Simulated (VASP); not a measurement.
Input:

```yaml
crystal:
  lattice:
    - [0.00000, 3.54447, 3.54447]
    - [3.54447, 0.00000, 3.54447]
    - [3.54447, 3.54447, 0.00000]
  atoms:
    - { symbol: Ba, position: [0.00000, 0.00000, 0.00000] }
    - { symbol: Te, position: [0.50000, 0.50000, 0.50000] }
```

The numbers are results of PBE GGA, VASP's PBE PAW potentials (set 64) (plane waves; VASP), not measurements. Numerical set-up: 520 eV cut-off, 7×7×7 Γ-centred mesh, tetrahedra with Blöchl corrections, potentials Ba_sv Te.

Task: The job: BaTe (rock salt), 2 atoms, PBE, static run, 520 eV, 7×7×7 Γ-centred mesh. Roughly how much core time does it take on a busy server core?

Result: About 40 core-seconds (one run on a shared machine, a rough figure). It had 20 irreducible k-points, 12 bands, up to 2421 plane waves and 13 electronic steps.

The compound is BaTe in the rock salt structure. It was relaxed first.
